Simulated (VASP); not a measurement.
Data:

```yaml
crystal:
  lattice:
    - [4.05165, 0.00000, 0.00000]
    - [0.00000, 4.05165, 0.00000]
    - [0.00000, 0.00000, 4.05165]
  atoms:
    - { symbol: K, position: [0.00000, 0.00000, 0.00000] }
    - { symbol: Ta, position: [0.50000, 0.50000, 0.50000] }
    - { symbol: O, position: [0.50000, 0.00000, 0.50000] }
    - { symbol: O, position: [0.00000, 0.50000, 0.50000] }
    - { symbol: O, position: [0.50000, 0.50000, 0.00000] }
```

Calculation: revPBE GGA, VASP's PBE PAW potentials (set 64) (plane waves; VASP). Run with 520 eV cut-off, Gaussian smearing of 0.050 eV, potentials K_sv Ta_pv O.

Unless said otherwise, spin-orbit coupling is left out, though it shifts the bands of the heavy elements here.

Problem. Predict the band gap (along the path) with the smallest direct gap where there is one.

Solution. 
```yaml
band gap (along the path): 2.10 eV
smallest direct gap (along the path): 2.74 eV
```

Total energies compare only between runs with the same potentials, cut-off and functional.

The compound is KTaO3 in the cubic perovskite structure. It was relaxed first.
